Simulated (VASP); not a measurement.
```xyz
3
Lattice="1.7816 -3.0859 0.0000 1.7816 3.0859 0.0000 0.0000 0.0000 5.0016" Properties=species:S:1:pos:R:3 pbc="T T T"
Pt     0.0000     0.0000     0.0000
S      1.7816     1.0286     1.2208
S      1.7816    -1.0286     3.7808
```

Computed with optB88-vdW, VASP's PBE PAW potentials (set 64) (plane waves; VASP 6.6.1). Run with 520 eV cut-off, 7×7×5 Γ-centred mesh, Gaussian smearing of 0.050 eV, potentials Pt S.

### Question
The ions and cell shape at fixed volume are relaxed. Which structure does the run end with?

### Answer

```xyz
3
Lattice="1.7996 -3.1170 0.0000 1.7996 3.1170 0.0000 0.0000 0.0000 4.9021" Properties=species:S:1:pos:R:3 pbc="T T T"
Pt     0.0000     0.0000     0.0000
S      1.7996     1.0390     1.2296
S      1.7996    -1.0390     3.6726
```
Space group P-3m1 (164), at a tolerance of 0.03 Å.

### Question
How much energy does the relaxation gain?

### Answer
The energy (σ→0) changes by -5.9 meV/atom, in 6 ionic steps.

```json
[
 {"step": "1", "E(σ→0) (eV)": "-9.7394", "max force (eV/Å)": "0.380", "pressure (GPa)": "4.26", "volume (Å³)": "55.00"},
 {"step": "2", "E(σ→0) (eV)": "-9.7518", "max force (eV/Å)": "0.155", "pressure (GPa)": "2.66", "volume (Å³)": "55.00"},
 {"step": "3", "E(σ→0) (eV)": "-9.7556", "max force (eV/Å)": "0.066", "pressure (GPa)": "1.10", "volume (Å³)": "55.00"},
 {"step": "4", "E(σ→0) (eV)": "-9.7556", "max force (eV/Å)": "0.049", "pressure (GPa)": "1.21", "volume (Å³)": "55.00"},
 {"step": "5", "E(σ→0) (eV)": "-9.7567", "max force (eV/Å)": "0.021", "pressure (GPa)": "1.05", "volume (Å³)": "55.00"},
 {"step": "6", "E(σ→0) (eV)": "-9.7570", "max force (eV/Å)": "0.007", "pressure (GPa)": "0.89", "volume (Å³)": "55.00"}
]
```

The compound is PtS2 in the 1T layered structure. This cell is one point of a volume scan, at 0.97 of the reference volume. Symmetry was kept, so distortions that lower it aren't found.
